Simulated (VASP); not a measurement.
OSZICAR of a VASP run on SnC$_{62}$:

### OSZICAR
```
...
       N       E                     dE             d eps       ncg     rms          rms(c)
DAV:   1    -0.551852433066E+03   -0.74804E+00   -0.14704E+02   316   0.336E+01    0.281E+00
RMM:   2    -0.552127453957E+03   -0.27502E+00   -0.23468E+00   316   0.421E+00    0.327E+00
RMM:   3    -0.551974683199E+03    0.15277E+00   -0.40377E-01   326   0.155E+00    0.120E+00
RMM:   4    -0.551960911382E+03    0.13772E-01   -0.98722E-02   321   0.728E-01    0.914E-01
RMM:   5    -0.551969244558E+03   -0.83332E-02   -0.32832E-02   330   0.384E-01    0.129E+00
RMM:   6    -0.551958234176E+03    0.11010E-01   -0.10499E-02   317   0.226E-01    0.486E-01
RMM:   7    -0.551961372377E+03   -0.31382E-02   -0.80977E-03   320   0.171E-01    0.754E-01
RMM:   8    -0.551957132413E+03    0.42400E-02   -0.21361E-03   317   0.967E-02    0.619E-02
RMM:   9    -0.551957216541E+03   -0.84129E-04   -0.50344E-04   351   0.430E-02    0.360E-02
RMM:  10    -0.551957215125E+03    0.14168E-05   -0.59724E-05   264   0.184E-02
  11 F= -.55195722E+03 E0= -.55192908E+03  d E =-.852819E+00
       N       E                     dE             d eps       ncg     rms          rms(c)
DAV:   1    -0.551970303044E+03   -0.13087E-01   -0.19348E+00   344   0.383E+00    0.314E-01
RMM:   2    -0.551975146037E+03   -0.48430E-02   -0.29486E-02   316   0.467E-01    0.708E-01
RMM:   3    -0.551971826700E+03    0.33193E-02   -0.55365E-03   327   0.178E-01    0.161E-01
RMM:   4    -0.551971541237E+03    0.28546E-03   -0.14814E-03   318   0.895E-02    0.809E-02
RMM:   5    -0.551971726047E+03   -0.18481E-03   -0.54004E-04   326   0.490E-02    0.168E-01
RMM:   6    -0.551971526354E+03    0.19969E-03   -0.15437E-04   315   0.269E-02    0.235E-02
RMM:   7    -0.551971531069E+03   -0.47150E-05   -0.76485E-05   289   0.181E-02
  12 F= -.55197153E+03 E0= -.55194339E+03  d E =-.867135E+00
       N       E                     dE             d eps       ncg     rms          rms(c)
DAV:   1    -0.552232914457E+03   -0.26139E+00   -0.60972E+01   316   0.220E+01    0.202E+00
RMM:   2    -0.552401600995E+03   -0.16869E+00   -0.10047E+00   316   0.272E+00    0.304E+00
RMM:   3    -0.552273741071E+03    0.12786E+00   -0.17474E-01   323   0.104E+00    0.807E-01
RMM:   4    -0.552268180567E+03    0.55605E-02   -0.55357E-02   319   0.525E-01    0.587E-01
RMM:   5    -0.552271895765E+03   -0.37152E-02   -0.15654E-02   332   0.270E-01    0.833E-01
RMM:   6    -0.552267245556E+03    0.46502E-02   -0.40276E-03   318   0.142E-01    0.305E-01
RMM:   7    -0.552267784159E+03   -0.53860E-03   -0.28325E-03   318   0.104E-01    0.375E-01
RMM:   8    -0.552266833161E+03    0.95100E-03   -0.98248E-04   318   0.633E-02    0.121E-01
RMM:   9    -0.552266743485E+03    0.89676E-04   -0.11351E-04   312   0.259E-02    0.179E-02
RMM:  10    -0.552266745830E+03   -0.23454E-05   -0.61202E-05   279   0.159E-02
  13 F= -.55226675E+03 E0= -.55223858E+03  d E =-.295215E+00
       N       E                     dE             d eps       ncg     rms          rms(c)
DAV:   1    -0.552279171297E+03   -0.12428E-01   -0.18166E+00   344   0.379E+00    0.356E-01
RMM:   2    -0.552286480827E+03   -0.73095E-02   -0.30054E-02   316   0.464E-01    0.908E-01
RMM:   3    -0.552280254308E+03    0.62265E-02   -0.58008E-03   323   0.184E-01    0.152E-01
RMM:   4    -0.552280073078E+03    0.18123E-03   -0.15247E-03   318   0.917E-02    0.638E-02
RMM:   5    -0.552280097683E+03   -0.24605E-04   -0.44338E-04   331   0.471E-02    0.491E-02
RMM:   6    -0.552280090827E+03    0.68562E-05   -0.77683E-05   287   0.208E-02
  14 F= -.55228009E+03 E0= -.55225191E+03  d E =-.308560E+00
       N       E                     dE             d eps       ncg     rms          rms(c)
DAV:   1    -0.552344591273E+03   -0.64494E-01   -0.19994E+01   324   0.127E+01    0.918E-01
RMM:   2    -0.552374907043E+03   -0.30316E-01   -0.30368E-01   316   0.157E+00    0.136E+00
RMM:   3    -0.552365814742E+03    0.90923E-02   -0.50240E-02   322   0.570E-01    0.566E-01
RMM:   4    -0.552362257729E+03    0.35570E-02   -0.15440E-02   319   0.285E-01    0.190E-01
RMM:   5    -0.552362633317E+03   -0.37559E-03   -0.42183E-03   327   0.147E-01    0.180E-01
RMM:   6    -0.552362503612E+03    0.12971E-03   -0.86744E-04   339   0.662E-02    0.942E-02
RMM:   7    -0.552362458790E+03    0.44822E-04   -0.75793E-04   316   0.535E-02    0.268E-02
RMM:   8    -0.552362438772E+03    0.20018E-04   -0.84030E-05   300   0.233E-02    0.117E-02
RMM:   9    -0.552362439393E+03   -0.62126E-06   -0.50646E-05   249   0.140E-02
  15 F= -.55236244E+03 E0= -.55233423E+03  d E =-.823486E-01
       N       E                     dE             d eps       ncg     rms          rms(c)
DAV:   1    -0.552365981592E+03   -0.35428E-02   -0.63547E-01   352   0.227E+00    0.162E-01
RMM:   2    -0.552366924519E+03   -0.94293E-03   -0.94892E-03   316   0.277E-01    0.255E-01
RMM:   3    -0.552366622803E+03    0.30172E-03   -0.15922E-03   323   0.101E-01    0.103E-01
RMM:   4    -0.552366502892E+03    0.11991E-03   -0.50471E-04   316   0.515E-02    0.327E-02
RMM:   5    -0.552366511890E+03   -0.89971E-05   -0.13577E-04   327   0.261E-02    0.232E-02
RMM:   6    -0.552366511667E+03    0.22268E-06   -0.22630E-05   206   0.111E-02
  16 F= -.55236651E+03 E0= -.55233831E+03  d E =-.864208E-01
       N       E                     dE             d eps       ncg     rms          rms(c)
DAV:   1    -0.552375467286E+03   -0.89554E-02   -0.40543E+00   324   0.575E+00    0.420E-01
RMM:   2    -0.552382610649E+03   -0.71434E-02   -0.62361E-02   316   0.701E-01    0.727E-01
RMM:   3    -0.552379800062E+03    0.28106E-02   -0.11349E-02   323   0.258E-01    0.249E-01
RMM:   4    -0.552379125430E+03    0.67463E-03   -0.30520E-03   318   0.130E-01    0.763E-02
RMM:   5    -0.552379185302E+03   -0.59872E-04   -0.80198E-04   331   0.636E-02    0.585E-02
RMM:   6    -0.552379180513E+03    0.47888E-05   -0.14596E-04   333   0.276E-02    0.383E-02
RMM:   7    -0.552379174850E+03    0.56633E-05   -0.11882E-04   309   0.218E-02    0.104E-02
RMM:   8    -0.552379170982E+03    0.38671E-05   -0.15629E-05   191   0.977E-03
  17 F= -.55237917E+03 E0= -.55235096E+03  d E =-.126593E-01
       N       E                     dE             d eps       ncg     rms          rms(c)
DAV:   1    -0.552381441998E+03   -0.22671E-02   -0.34674E-01   336   0.168E+00    0.123E-01
RMM:   2    -0.552382052496E+03   -0.61050E-03   -0.53481E-03   316   0.205E-01    0.218E-01
RMM:   3    -0.552381801804E+03    0.25069E-03   -0.97045E-04   323   0.755E-02    0.735E-02
RMM:   4    -0.552381741336E+03    0.60468E-04   -0.27274E-04   317   0.387E-02    0.220E-02
RMM:   5    -0.552381746498E+03   -0.51618E-05   -0.68246E-05   280   0.188E-02
  18 F= -.55238175E+03 E0= -.55235354E+03  d E =-.152348E-01
       N       E                     dE             d eps       ncg     rms          rms(c)
DAV:   1    -0.552384492539E+03   -0.27512E-02   -0.64964E-01   324   0.233E+00    0.205E-01
RMM:   2    -0.552387111923E+03   -0.26194E-02   -0.10796E-02   316   0.281E-01    0.530E-01
RMM:   3    -0.552385051515E+03    0.20604E-02   -0.18592E-03   317   0.108E-01    0.889E-02
RMM:   4    -0.552385016549E+03    0.34966E-04   -0.59942E-04   321   0.550E-02    0.361E-02
RMM:   5    -0.552385027780E+03   -0.11231E-04   -0.13918E-04   333   0.266E-02    0.244E-02
RMM:   6    -0.552385027157E+03    0.62296E-06   -0.23748E-05   205   0.112E-02
  19 F= -.55238503E+03 E0= -.55235682E+03  d E =-.328066E-02
       N       E                     dE             d eps       ncg     rms          rms(c)
DAV:   1    -0.552385106563E+03   -0.78783E-04   -0.13506E-02   352   0.335E-01    0.307E-02
RMM:   2    -0.552385169553E+03   -0.62990E-04   -0.20569E-04   316   0.377E-02    0.857E-02
RMM:   3    -0.552385115266E+03    0.54287E-04   -0.38956E-05   231   0.153E-02    0.123E-02
RMM:   4    -0.552385114989E+03    0.27712E-06   -0.93462E-06   188   0.735E-03
  20 F= -.55238511E+03 E0= -.55235691E+03  d E =-.336849E-02
       N       E                     dE             d eps       ncg     rms          rms(c)
DAV:   1    -0.552385508697E+03   -0.39343E-03   -0.10201E-01   336   0.911E-01    0.708E-02
RMM:   2    -0.552385743085E+03   -0.23439E-03   -0.17104E-03   316   0.117E-01    0.142E-01
RMM:   3    -0.552385618161E+03    0.12492E-03   -0.26813E-04   322   0.426E-02    0.385E-02
RMM:   4    -0.552385602266E+03    0.15895E-04   -0.97880E-05   316   0.229E-02    0.119E-02
RMM:   5    -0.552385603223E+03   -0.95672E-06   -0.17727E-05   195   0.105E-02
  21 F= -.55238560E+03 E0= -.55235739E+03  d E =-.488234E-03
       N       E                     dE             d eps       ncg     rms          rms(c)
DAV:   1    -0.552385628722E+03   -0.26456E-04   -0.37687E-03   368   0.175E-01    0.161E-02
RMM:   2    -0.552385646115E+03   -0.17394E-04   -0.65727E-05   312   0.219E-02    0.455E-02
RMM:   3    -0.552385630821E+03    0.15295E-04   -0.10561E-05   176   0.837E-03    0.657E-03
RMM:   4    -0.552385630491E+03    0.32980E-06   -0.39094E-06   173   0.458E-03
  22 F= -.55238563E+03 E0= -.55235742E+03  d E =-.515502E-03
       N       E                     dE             d eps       ncg     rms          rms(c)
DAV:   1    -0.552385744599E+03   -0.11378E-03   -0.20349E-02   336   0.401E-01    0.271E-02
RMM:   2    -0.552385762507E+03   -0.17908E-04   -0.27792E-04   316   0.467E-02    0.213E-02
RMM:   3    -0.552385768453E+03   -0.59458E-05   -0.52267E-05   241   0.172E-02    0.280E-02
RMM:   4    -0.552385761972E+03    0.64807E-05   -0.12938E-05   193   0.816E-03
  23 F= -.55238576E+03 E0= -.55235755E+03  d E =-.131481E-03
```

**Question.** Which electronic solver shows in the log?

**Answer.** It is blocked Davidson (ALGO = Normal, or the opening steps of other solvers) and then RMM-DIIS (ALGO = Fast or VeryFast). The INCAR had ALGO = Fast.

**Question.** Can the final energy be trusted as converged?

**Answer.** Self-consistency was reached. It stopped with EDIFF = 1E-5, NELM = 100, NSW = 70 and EDIFFG = -0.03 after 23 ionic steps (PBE GGA, plane waves, VASP's PBE PAW potentials (set 64)).  The supercell is sampled at Γ alone, which is coarse: total energies, pressure and levels can be off, energies of defects by several tenths of an eV.

The cell is a supercell with a defect, built from C (diamond): Sn_C-vac_C. The run is not spin-polarised, so no state with unpaired spins was tried.
